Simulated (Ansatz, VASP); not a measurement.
## SnAs2C (CuAu-ordered zincblende type (invented)): VASP beside Ansatz

Wanted: the spread between two codes on one cell, functional and k mesh. The cell is generated by rule, not measured, and may not be a known phase. The cell is taken from a series of runs on this material, whose earlier steps may have relaxed, scaled, displaced or heated it; both programs get it as it stands.

Method: plane waves, with VASP 6.6.1 beside it; relaxation of cell and atoms at PBEsol, in Ansatz 0.2.0.

## 1. Starting point

Symmetry: P-4m2, No. 115, tetragonal system. The conventional cell has a = 4.020 Å, b = 4.020 Å, c = 4.871 Å, α = 90.00°, β = 90.00°, γ = 90.00°. Nearest to Sn lie 4 As at 2.63 Å. Nearest to C lie 4 As at 2.14 Å. Nearest to As lie 2 C at 2.14 Å and 2 Sn at 2.63 Å. Farther neighbours are not listed.

As a file:

```
Sn C As
1.0
     4.01966    0.00000    0.00000
     0.00000    4.01966    0.00000
     0.00000    0.00000    4.87141
Sn C As
1 1 2
Direct
  0.00000 0.00000 0.00000
  0.50000 0.50000 0.50000
  0.00000 0.50000 0.34830
  0.50000 0.00000 0.65170
```

## 2. VASP: relaxation of cell and atoms, PBEsol

The relaxed volume is the usual yardstick between codes: in a stiff, nearly cubic crystal its relative difference is about their pressure difference at one cell divided by the bulk modulus.

Lines of VASP's logs that name or quote its potential files are left out, and so is its time.

INCAR

```
SYSTEM = SnAs2C
PREC = Accurate
ENCUT = 600
EDIFF = 1E-07
NELM = 120
ISMEAR = 0
SIGMA = 0.1
LREAL = .FALSE.
ALGO = Normal
GGA = PS
NBANDS = 20
LORBIT = 11
LWAVE = .FALSE.
LCHARG = .FALSE.
ISIF = 3
IBRION = 2
NSW = 80
EDIFFG = -0.005
LASPH = .TRUE.
GGA_COMPAT = .FALSE.
NELMIN = 4
KPAR = 2
```

POSCAR

```
SnAs2C
1.0
    4.0196620000      0.0000000000      0.0000000000
    0.0000000000      4.0196620000      0.0000000000
    0.0000000000      0.0000000000      4.8714150000
Sn C As
1 1 2
Direct
    0.0000000000      0.0000000000      0.0000000000
    0.5000000000      0.5000000000      0.4999998974
    0.0000000000      0.5000000000      0.3482975686
    0.5000000000      0.0000000000      0.6517024314
```

KPOINTS

```
Automatic mesh
0
Gamma
10 10 10
0 0 0
```

The projector-augmented-wave data sets are Sn_d, C and As (PBE family, release 64).

On the command line:

```
$ mpirun -np 2 vasp_std
```

Numbers of over 12 decimals in the logs are rounded to 6 here.

Output:

```text
[banner, memory and clock lines left out]
running    2 mpi-ranks, on    1 nodes
 distrk:  each k-point on    1 cores,    2 groups
 distr:  one band on    1 cores,    1 groups

 POSCAR found type information on POSCAR SnC As
 POSCAR found :  3 types and       4 ions
|                                                                             |
|               ----> ADVICE to this user running VASP <----                  |
|                                                                             |
|     You enforced a specific xc type in the INCAR file but a different       |
|     [... a line on the potential file left out ...]
|     I HOPE YOU KNOW WHAT YOU ARE DOING!                                     |
|                                                                             |

 LDA part: xc-table for (Slater+PW92), standard interpolation
 POSCAR, INCAR and KPOINTS ok, starting setup
 FFT: planning ... GRIDC
 FFT: planning ... GRID_SOFT
 FFT: planning ... GRID
 WAVECAR not read
 entering main loop
       N       E                     dE             d eps       ncg     rms          rms(c)
DAV:   1     0.219383646658E+03    0.21938E+03   -0.14044E+04  5156   0.175E+03
DAV:   2     0.516631329056E+01   -0.21422E+03   -0.20563E+03  5268   0.437E+02
DAV:   3    -0.205414115054E+02   -0.25708E+02   -0.24656E+02  6400   0.122E+02
DAV:   4    -0.216836801049E+02   -0.11423E+01   -0.11344E+01  6024   0.250E+01
DAV:   5    -0.217170408210E+02   -0.33361E-01   -0.33338E-01  7416   0.451E+00    0.659E+00
DAV:   6    -0.207633182742E+02    0.95372E+00   -0.58919E+00  7048   0.128E+01    0.319E+00
DAV:   7    -0.207440637342E+02    0.19255E-01   -0.58856E-01  5448   0.382E+00    0.198E+00
DAV:   8    -0.207339101476E+02    0.10154E-01   -0.17944E-01  6300   0.197E+00    0.549E-01
DAV:   9    -0.207240810742E+02    0.98291E-02   -0.46812E-02  6196   0.990E-01    0.133E-01
DAV:  10    -0.207246205254E+02   -0.53945E-03   -0.61889E-03  5712   0.412E-01    0.466E-02
DAV:  11    -0.207246505478E+02   -0.30022E-04   -0.18246E-04  6544   0.824E-02    0.143E-02
DAV:  12    -0.207246555230E+02   -0.49752E-05   -0.18298E-05  6264   0.238E-02    0.506E-03
DAV:  13    -0.207246555473E+02   -0.24230E-07   -0.33145E-06  6040   0.104E-02    0.130E-03
DAV:  14    -0.207246555579E+02   -0.10673E-07   -0.39071E-07  6028   0.339E-03
   1 F= -.20724656E+02 E0= -.20722939E+02  d E =-.207247E+02
[... from here on, the cycles between the ionic steps are left out ...]
   2 F= -.20725843E+02 E0= -.20724052E+02  d E =-.118697E-02
   3 F= -.20725858E+02 E0= -.20724075E+02  d E =-.120251E-02
   4 F= -.20726282E+02 E0= -.20724439E+02  d E =-.424408E-03
   5 F= -.20726396E+02 E0= -.20724500E+02  d E =-.538367E-03
   6 F= -.20726398E+02 E0= -.20724495E+02  d E =-.539808E-03
   7 F= -.20726479E+02 E0= -.20724502E+02  d E =-.811901E-04
   8 F= -.20726498E+02 E0= -.20724339E+02  d E =-.997731E-04
 curvature:  -0.46 expect dE=-0.662E-05 dE for cont linesearch -0.475E-05
 ZBRENT: interpolating
 opt :   2.6035  next Energy=   -20.726515 (dE=-0.117E-03)
 bond charge predicted
       N       E                     dE             d eps       ncg     rms          rms(c)
DAV:   1    -0.207266574996E+02   -0.15987E-03   -0.62022E-03  5724   0.643E-01    0.702E-02
DAV:   2    -0.207265587913E+02    0.98708E-04   -0.30618E-04  6616   0.175E-01    0.399E-02
DAV:   3    -0.207265179209E+02    0.40870E-04   -0.59639E-05  6928   0.890E-02    0.128E-02
DAV:   4    -0.207265147175E+02    0.32034E-05   -0.86190E-06  7388   0.254E-02    0.325E-03
DAV:   5    -0.207265147925E+02   -0.74932E-07   -0.14992E-06  6816   0.878E-03    0.150E-03
DAV:   6    -0.207265148097E+02   -0.17242E-07   -0.25172E-07  3868   0.444E-03
   9 F= -.20726515E+02 E0= -.20724432E+02  d E =-.116939E-03
 curvature:  -1.63 expect dE=-0.132E-05 dE for cont linesearch -0.245E-08
 trial: gam= 0.01989 g(F)=  0.132E-08 g(S)=  0.813E-06 ort =-0.411E-06 (trialstep = 0.144E+01)
 search vector abs. value=  0.842E-06
 reached required accuracy - stopping structural energy minimisation
```

Parts of OUTCAR (step 2):

```text
ion  position               nearest neighbor table
   1  0.000  0.000  0.000-   3 2.63   4 2.63   3 2.63   4 2.63
   2  0.500  0.500  0.500-   3 2.14   3 2.14   4 2.14   4 2.14
   3  0.000  0.500  0.348-   2 2.14   2 2.14   1 2.63   1 2.63
   4  0.500  0.000  0.652-   2 2.14   2 2.14   1 2.63   1 2.63

  LATTYP: Found a simple tetragonal cell.
 ALAT       =     4.0196620000
 C/A-ratio  =     1.2118966719

 Subroutine GETGRP returns: Found  8 space group operations
 (whereof  8 operations were pure point group operations)

The static configuration has the point symmetry D_2d.

 Found    126 irreducible k-points:

   k-points           NKPTS =    126   k-points in BZ     NKDIM =    126   number of bands    NBANDS=     20

   dimension x,y,z NGX =    32 NGY =   32 NGZ =   40
   dimension x,y,z NGXF=    64 NGYF=   64 NGZF=   80

   ENCUT  =  600.0 eV  44.10 Ry    6.64 a.u.   8.03  8.03  9.73*2*pi/ulx,y,z

   NELECT =      28.0000    total number of electrons

 k-points in reciprocal lattice and weights: Automatic mesh
   0.00000000  0.00000000  0.00000000       0.001
   0.10000000  0.00000000  0.00000000       0.004
   0.20000000  0.00000000  0.00000000       0.004
   0.30000000  0.00000000  0.00000000       0.004
   0.40000000  0.00000000  0.00000000       0.004
   0.50000000  0.00000000  0.00000000       0.002
   0.10000000  0.10000000  0.00000000       0.004
   0.20000000  0.10000000  0.00000000       0.008
   0.30000000  0.10000000  0.00000000       0.008
[...]
0.50000000  0.40000000  0.50000000       0.004
   0.50000000  0.50000000  0.50000000       0.001

 average (electrostatic) potential at core
       1-101.0803       2 -49.5388       3 -48.9264       4 -48.9264

 E-fermi :   6.1062

 k-point     1 :       0.0000    0.0000    0.0000
  band No.  band energies     occupation
    ...
     10       0.4749      2.00000
     11       2.9485      2.00000
     12       3.5911      2.00000
     13       5.2039      2.00000
     14       5.2039      2.00000
     15       6.2090      0.14591
     16       6.2625      0.02703
     17       8.9264      0.00000
     18       8.9264      0.00000
     19       8.9602      0.00000
    ...

 k-point     2 :       0.1000    0.0000    0.0000
  band No.  band energies     occupation
    ...
     11       2.9133      2.00000
     12       3.9178      2.00000
     13       4.6659      2.00000
     14       5.0931      2.00000
     15       5.9376      1.98290
     16       6.8665      0.00000
     17       8.6907      0.00000
     18       9.0111      0.00000
     19       9.3783      0.00000
     20      12.0707      0.00000

 k-point     3 :       0.2000    0.0000    0.0000
  band No.  band energies     occupation
    ...
     11       2.2788      2.00000
     12       4.0664      2.00000
     13       4.7880      2.00000
     14       4.8817      2.00000
     15       5.6494      2.00000
     16       7.4223      0.00000
     17       8.8978      0.00000
     18       9.2633      0.00000
     19       9.5065      0.00000
     20      12.4436      0.00000

  Total       -0.0052682     -0.0052682     -0.0034463      0.0000000      0.0000000      0.0000000
  in kB       -0.1063195     -0.1063195     -0.0695508      0.0000000      0.0000000      0.0000000
  external PRESSURE =      -0.0940632 kB  Pullay stress =       0.0000000 kB

  energy-cutoff  :      600.00
  volume of cell :       79.39
      direct lattice vectors                 reciprocal lattice vectors
     4.020798443 -0.000000000 -0.000000000     0.248706821  0.000000000 -0.000000000
    -0.000000000  4.020798443  0.000000000     0.000000000  0.248706821 -0.000000000
     0.000000000  0.000000000  4.910652502     0.000000000 -0.000000000  0.203638926

 POSITION                                       TOTAL-FORCE (eV/Angst)
 -----------------------------------------------------------------------------------
      0.00000      0.00000      0.00000         0.000000      0.000000      0.000000
      2.01040      2.01040      2.45533        -0.000000     -0.000000      0.000000
      0.00000      2.01040      1.70120        -0.000000     -0.000000     -0.000117
      2.01040      0.00000      3.20945         0.000000      0.000000      0.000117
 -----------------------------------------------------------------------------------
    total drift:                                0.000000     -0.000000      0.000170

  FREE ENERGIE OF THE ION-ELECTRON SYSTEM (eV)
  ---------------------------------------------------
  free  energy   TOTEN  =       -20.7265148097 eV

  energy  without entropy=      -20.7223497354  energy(sigma->0) =      -20.72443227

 reached required accuracy - stopping structural energy minimisation

 total charge
# of ion       s       p       d       tot
------------------------------------------
    1        1.161   1.161  10.020  12.342
    2        0.936   1.267   0.000   2.204
    3        1.268   1.391   0.078   2.736
    4        1.268   1.391   0.078   2.736
--------------------------------------------------
tot          4.633   5.209  10.176  20.019

[... 3 further parts left out ...]
```

CONTCAR:

```
SnAs2C
   1.00000000000000
     4.0207984427627377   -0.0000000000000000   -0.0000000000000000
    -0.0000000000000000    4.0207984427627377    0.0000000000000000
     0.0000000000000000    0.0000000000000000    4.9106525019756138
  Sn              C               As
     1     1     2
Direct
     0.0000000000000000    0.0000000000000000    0.0000000000000000
     0.5000000000000000    0.5000000000000000    0.4999998974000022
     0.0000000000000000    0.5000000000000000    0.3464311614772493
     0.5000000000000000    0.0000000000000000    0.6535688385227507
```

The run keeps the 8 symmetry operations of its start, so it cannot find a distortion of lower symmetry.

[end of part 1 of 2]

[Lines on the potential files, build, host, timing and source positions are cut from VASP's logs without a mark.]

[Logs are printed without paths, hosts, clocks, repeated set-up lines and the standing remarks that a program may print on its own settings, such as how far it seeks lower states.]

[Hosts, paths, dates, database ids (printed as entryN), source tags and the programs' standing remarks are cut or masked in the printed files.]
